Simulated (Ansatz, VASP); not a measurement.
# PtS2 in two plane-wave programs, part 2 of 2

Wanted: the spread between two codes on one cell, functional and k mesh. Of the first pair: The structure shown is the start of the Ansatz relaxation below; VASP solves that cell, so the two are compared at the walk's first step.

VASP 6.6.1 and Ansatz 0.2.0.

So far: Starting point; Ansatz: relaxation, PBE with D3(BJ); VASP: single point, PBE with D3(BJ), start cell, pair 1.

### Step 3. VASP: single point, PBE with D3(BJ), start cell, pair 1 (continued)

Level of this step: PBE with D3(BJ); plane waves and PAW (Pt, S) (VASP).

Numbers of over 12 decimals in the logs are rounded to 6 here.

From OUTCAR (step 3):

```text
ion  position               nearest neighbor table
   1  0.000  0.000  0.500-   2 2.41   3 2.41   3 2.41   2 2.41   3 2.41   2 2.41
   2  0.333  0.667  0.539-   1 2.41   1 2.41   1 2.41
   3  0.667  0.333  0.461-   1 2.41   1 2.41   1 2.41

  LATTYP: Found a hexagonal cell.
 ALAT       =     3.5700000000
 C/A-ratio  =     9.0196078431

 Subroutine GETGRP returns: Found 12 space group operations
 (whereof 12 operations were pure point group operations)

The static configuration has the point symmetry D_3d.

 Found     12 irreducible k-points:

   k-points           NKPTS =     12   k-points in BZ     NKDIM =     12   number of bands    NBANDS=     17

   dimension x,y,z NGX =    24 NGY =   24 NGZ =  210
   dimension x,y,z NGXF=    48 NGYF=   48 NGZF=  420

   ENCUT  =  400.0 eV  29.40 Ry    5.42 a.u.   5.82  5.82 52.51*2*pi/ulx,y,z

   NELECT =      22.0000    total number of electrons

 k-points in reciprocal lattice and weights: Automatic mesh
   0.00000000  0.00000000  0.00000000       0.012
   0.11111111  0.00000000  0.00000000       0.074
   0.22222222  0.00000000  0.00000000       0.074
   0.33333333  0.00000000  0.00000000       0.074
   0.44444444  0.00000000  0.00000000       0.074
   0.11111111  0.11111111  0.00000000       0.074
   0.22222222  0.11111111  0.00000000       0.148
   0.33333333  0.11111111  0.00000000       0.148
   0.44444444  0.11111111  0.00000000       0.074
   0.22222222  0.22222222  0.00000000       0.074
   0.33333333  0.22222222  0.00000000       0.148
   0.33333333  0.33333333  0.00000000       0.025

 dipolmoment           0.000000      0.000000     -0.000000 electrons x Angstroem

 average (electrostatic) potential at core
       1 -78.6165       2 -95.6405       3 -95.6405

 E-fermi :  -3.5946

 k-point     1 :       0.0000    0.0000    0.0000
  band No.  band energies     occupation
    ...
      7      -7.2680      2.00000
      8      -5.2704      2.00000
      9      -5.1236      2.00000
     10      -4.7150      2.00000
     11      -4.7150      2.00000
     12      -1.2891      0.00000
     13      -1.2891      0.00000
     14       0.9293      0.00000
     15       1.3535      0.00000
     16       1.7477      0.00000
    ...

 k-point     2 :       0.1111    0.0000    0.0000
  band No.  band energies     occupation
    ...
      7      -7.3855      2.00000
      8      -5.8427      2.00000
      9      -4.9067      2.00000
     10      -4.6541      2.00000
     11      -4.4987      2.00000
     12      -1.9497      0.00000
     13      -1.4735      0.00000
     14       1.2814      0.00000
     15       1.6053      0.00000
     16       2.0421      0.00000
    ...

 k-point     3 :       0.2222    0.0000    0.0000
  band No.  band energies     occupation
    ...
      7      -7.5467      2.00000
      8      -6.3859      2.00000
      9      -4.7480      2.00000
     10      -4.7341      2.00000
     11      -4.5739      2.00000
     12      -2.6905      0.00000
     13      -1.6996      0.00000
     14       1.9040      0.00000
     15       2.0758      0.00000
     16       2.3107      0.00000
    ...

 Edisp (eV)   -0.81400

  Total      -1.12892    -1.12892    -0.55465    -0.00000     0.00000     0.00000
  in kB      -5.08923    -5.08923    -2.50039    -0.00000     0.00000     0.00000
  external pressure =       -4.23 kB  Pullay stress =        0.00 kB

  energy-cutoff  :      400.00
  volume of cell :      355.40
      direct lattice vectors                 reciprocal lattice vectors
     3.570000000  0.000000000  0.000000000     0.280112045  0.161722748  0.000000000
    -1.785000000  3.091711000  0.000000000     0.000000000  0.323445497  0.000000000
     0.000000000  0.000000000 32.200000000     0.000000000  0.000000000  0.031055901

 POSITION                                       TOTAL-FORCE (eV/Angst)
 -----------------------------------------------------------------------------------
      0.00000      0.00000     16.10000         0.000000      0.000000      0.000000
     -0.00000      2.06114     17.34000        -0.000000     -0.000000     -0.213674
      1.78500      1.03057     14.86000         0.000000      0.000000      0.213674
 -----------------------------------------------------------------------------------
    total drift:                                0.000000     -0.000000      0.000000

  FREE ENERGIE OF THE ION-ELECTRON SYSTEM (eV)
  ---------------------------------------------------
  free  energy   TOTEN  =       -16.2700305103 eV

  energy  without entropy=      -16.2700305103  energy(sigma->0) =      -16.27003051

 vacuum level on the upper side and lower side of the slab         1.882         1.882

 total charge
# of ion       s       p       d       tot
------------------------------------------
    1        0.684   0.756   7.952   9.392
    2        1.359   2.269   0.000   3.629
    3        1.359   2.269   0.000   3.629
--------------------------------------------------
tot          3.403   5.295   7.952  16.649

[... 3 further parts left out ...]
```

### Step 4. Comparison

Known differences besides the potentials themselves: Ansatz cuts the interaction across the vacuum, VASP repeats the sheet with a dipole correction (LDIPOL); the data sets hold 30 valence electrons in Ansatz (on its PAW soft_1 files) and 22 in VASP; the cutoff is 420 eV in Ansatz and 400 eV in VASP. Total energies have different zeros and are not compared.

Forces (eV/Å; atoms numbered as in POSCAR):

| atom | Ansatz x, y, z | VASP x, y, z |
| --- | --- | --- |
| Pt1 | 0.000, 0.000, 0.000 | 0.000, 0.000, 0.000 |
| S2 | 0.000, 0.000, -0.177 | 0.000, 0.000, -0.214 |
| S3 | 0.000, 0.000, 0.177 | 0.000, 0.000, 0.214 |

The forces differ by 18 meV/Å r.m.s., which is 17.4 % of the r.m.s. force of 0.101 eV/Å (both taken over all components). Where the cell holds vacuum, a pressure given here is an average over it and none of the material.

### Step 5. What the set-up changes

Further runs change the set-up of one program: Ansatz's method, potentials or start, or VASP's data sets, cutoff or form of LDA. The table gives that difference for each run.

| run | r.m.s. force difference (meV/Å) |
| --- | --- |
| as above | 18 |
| VASP with the data sets Pt_sv_GW and S and a cutoff of 430 eV | 4.8 |

### Step 6. Ansatz: relaxation, PBE with D3(BJ)

This run makes the geometry at which the two programs are then compared.

The structure compared here is the end of the Ansatz relaxation.

This is the run of step 2 again, met here at its other cell.

### Step 7. VASP: single point, PBE with D3(BJ), relaxed cell, pair 2

The same cell, functional, mesh and smearing now go to VASP, with its own data sets.

The input, INCAR:

```
SYSTEM = PtS2
PREC = Accurate
ENCUT = 400
EDIFF = 1E-06
NELM = 120
ISMEAR = -1
SIGMA = 0.02
LREAL = .FALSE.
ALGO = Normal
GGA = PE
IVDW = 12
NBANDS = 17
LASPH = .TRUE.
LORBIT = 11
LWAVE = .FALSE.
LCHARG = .FALSE.
ISIF = 2
LDIPOL = .TRUE.
IDIPOL = 3
DIPOL = 0.5 0.5 0.5
LVHAR = .TRUE.
GGA_COMPAT = .FALSE.
EFERMI = MIDGAP
NELMDL = -8
```

The input, POSCAR:

```
PtS2
1.0
    3.5414835956      0.0000000000      0.0000000000
   -1.7707417978      3.0670147609      0.0000000000
    0.0000000000      0.0000000000     32.2000000000
Pt S
1 2
Direct
    0.0000000000      0.0000000000      0.5000000000
    0.3333333333      0.6666666667      0.5385652997
    0.6666666667      0.3333333333      0.4614347003
```

The input, KPOINTS:

```
Automatic mesh
0
Gamma
9 9 1
0 0 0
```

PAW data sets: Pt and S (PBE family, release 64).

On the command line:

```bash
$ mpirun -np 1 vasp_std
```

The program printed:

```text
[... set-up lines as in an earlier step ...]
 entering main loop
       N       E                     dE             d eps       ncg     rms          rms(c)
DAV:   1     0.167502099939E+03    0.16750E+03   -0.59952E+03   408   0.731E+02
DAV:   2     0.203803525784E+01   -0.16546E+03   -0.15639E+03   702   0.153E+02
DAV:   3    -0.165185630657E+02   -0.18557E+02   -0.18483E+02   531   0.675E+01
DAV:   4    -0.168200164608E+02   -0.30145E+00   -0.30093E+00   556   0.106E+01
[...]
DAV:  22    -0.154521343114E+02   -0.19863E-05   -0.13186E-06   488   0.686E-03    0.209E-03
DAV:  23    -0.154521369523E+02   -0.26409E-05   -0.87424E-07   410   0.535E-03    0.989E-03
DAV:  24    -0.154521375862E+02   -0.63388E-06   -0.63688E-07   431   0.442E-03
   1 F= -.16279718E+02 E0= -.16279718E+02  d E =-.146317E-20
```

From OUTCAR (step 7):

```text
 Edisp (eV)   -0.82758

  Total      -0.17969    -0.17969    -0.12167     0.00000     0.00000     0.00000
  in kB      -0.82315    -0.82315    -0.55734     0.00000     0.00000     0.00000
  external pressure =       -0.73 kB  Pullay stress =        0.00 kB

 POSITION                                       TOTAL-FORCE (eV/Angst)
 -----------------------------------------------------------------------------------
      0.00000      0.00000     16.10000         0.000000      0.000000      0.000000
     -0.00000      2.04468     17.34180         0.000000     -0.000000     -0.039094
      1.77074      1.02234     14.85820        -0.000000      0.000000      0.039094
 -----------------------------------------------------------------------------------
    total drift:                                0.000000      0.000000     -0.000000

  FREE ENERGIE OF THE ION-ELECTRON SYSTEM (eV)
  ---------------------------------------------------
  free  energy   TOTEN  =       -16.2797184423 eV

  energy  without entropy=      -16.2797184423  energy(sigma->0) =      -16.27971844

[... 1 part as in an earlier step ...]

[... 2 further parts left out ...]
[key lines of the parts left out:]
E-fermi :  -3.5309
```

### Step 8. Differences

What differs besides the data sets and the points named for the pairs above, as far as they apply: the data sets hold 30 valence electrons in Ansatz (on its PAW soft_1 files) and 22 in VASP. Total energies have different zeros and are not compared.

Compared:

| quantity | Ansatz | VASP | difference |
| --- | --- | --- | --- |
| gap on the k mesh (eV) | 1.836 | 1.839 | -0.003 |

The largest component of a force difference here is 39 meV/Å. A gap on the mesh is an upper bound, since the band edges may lie between its points; neither run holds spin-orbit coupling, which can move the band edges of a compound of Pt. Where the cell holds vacuum, a pressure given here is an average over it and none of the material.

### Step 9. Results

```
r.m.s. force difference (single point, PBE with D3(BJ), start cell, pair 1)   : 18 meV/Å
r.m.s. force difference (single point, PBE with D3(BJ), relaxed cell, pair 2) : 19 meV/Å
```

What this shows: The r.m.s. force difference is 19 meV/Å (single point, PBE with D3(BJ), relaxed cell, pair 2), beyond the 12 meV/Å picked in this series as the mark of a large difference. The data sets hold unlike numbers of valence electrons (30 in Ansatz and 22 in VASP), so part of the differences may come from the potentials. Single point, PBE with D3(BJ), start cell, pair 1, VASP with the data sets Pt_sv_GW and S and a cutoff of 430 eV: r.m.s. force difference goes from 18 to 4.8 meV/Å. What causes the difference of the single point, PBE with D3(BJ), relaxed cell, pair 2 pair stays open here. Such differences can come from data sets, numerical settings and the points named under the comparisons, not from the functional's error against experiment.

[Lines on the potential files, build, host, timing and source positions are cut from VASP's logs without a mark.]

[Logs are printed without paths, hosts, clocks, repeated set-up lines and the standing remarks that a program may print on its own settings, such as how far it seeks lower states.]

[Hosts, paths, dates, database ids (printed as entryN), source tags and the programs' standing remarks are cut or masked in the printed files.]
